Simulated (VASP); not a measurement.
## KZr2: relaxation of cell and atoms with PBE

Crystal: KZr2.

```
K Zr
1.0
     0.00000    3.57912    3.57912
     3.57912    0.00000    3.57912
     3.57912    3.57912    0.00000
K Zr
1 2
Direct
  0.00000 0.00000 0.00000
  0.25000 0.25000 0.25000
  0.75000 0.75000 0.75000
```

The cell was built by a generator and needn't be a form met in nature.

```yaml
Program: VASP 6.6.1
Task: relaxation of cell and atoms
Functional: PBE
Potentials_or_basis: VASP PAW PBE potentials, release 64 (K_sv, Zr_sv)
Cutoff: 600 eV
k_mesh: 5 × 5 × 5
Occupations: fermi-dirac, width 0.05 eV
Spin: spin-orbit coupling, no magnetisation
Further_INCAR_settings: ALGO = Normal; EDIFF = 1e-06; IBRION = 2; EDIFFG = -0.01; NSW = 60; ISIF = 3
```

The pressure after relaxing is 0.0 GPa. The valence electrons inside the program's atomic spheres are K 7.71; Zr 9.71.

Final structure:
```
K Zr
1.0
     0.00000    3.57912    3.57912
     3.57912    0.00000    3.57912
     3.57912    3.57912    0.00000
K Zr
1 2
Cartesian
  0.0000 0.0000 0.0000
  1.7896 1.7896 1.7896
  5.3687 5.3687 5.3687
```

Run time: 96 s on 1 thread of Intel(R) Xeon(R) Platinum 8559C (Emerald Rapids), on a shared host, peak memory 0.5 GiB.

Caveat: the relaxation stopped at its first step, so nothing moved.
